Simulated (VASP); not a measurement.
Consider the following.

```
CELL_PARAMETERS angstrom
      0.00000     2.51459     2.51459
      2.51459     0.00000     2.51459
      2.51459     2.51459     0.00000
ATOMIC_POSITIONS crystal
  Pb 0.00000 0.00000 0.00000
```

Method: rev-vdW-DF2, VASP's PBE PAW potentials (set 64) (plane waves; VASP). Numerical set-up: 520 eV cut-off, 13×13×13 Γ-centred mesh, first-order Methfessel-Paxton smearing of 0.10 eV, potentials Pb_d.

Unless said otherwise, spin-orbit coupling is left out, though it shifts the bands of the heavy elements here.

Estimate the energy per atom (σ→0), band gap (on the k-mesh) with the smallest direct gap where there is one.

```yaml
band gap (on the k-mesh): none (metal, semimetal or under 0.01 eV)
energy per atom (σ→0): -0.744 eV/atom
```

The compound is Pb in the fcc structure. This cell is one point of a volume scan, at 1.03 of the reference volume.
